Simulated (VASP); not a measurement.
Given:

```xyz
1
Lattice="-3.0021 3.0021 3.0021 3.0021 -3.0021 3.0021 3.0021 3.0021 -3.0021" Properties=species:S:1:pos:R:3 pbc="T T T"
Cs     0.0000     0.0000     0.0000
```

Computed with PBEsol GGA, VASP's PBE PAW potentials (set 64) (plane waves; VASP). Run with 480 eV cut-off, 8×8×8 Γ-centred mesh, first-order Methfessel-Paxton smearing of 0.10 eV, potentials Cs_sv.

Unless said otherwise, spin-orbit coupling is left out, though it shifts the bands of the heavy elements here.

Task: What does the run give for the energy per atom (σ→0), band gap (on the k-mesh) with the smallest direct gap where there is one?

Result: 
The band gap (on the k-mesh) comes out as none (metal, semimetal or under 0.01 eV) and the energy per atom (σ→0) comes out as -0.935 eV/atom.

Only differences to runs with the same potentials and settings are physical.

The compound is Cs in the bcc structure. It was relaxed first. The start is the result of an earlier pass.
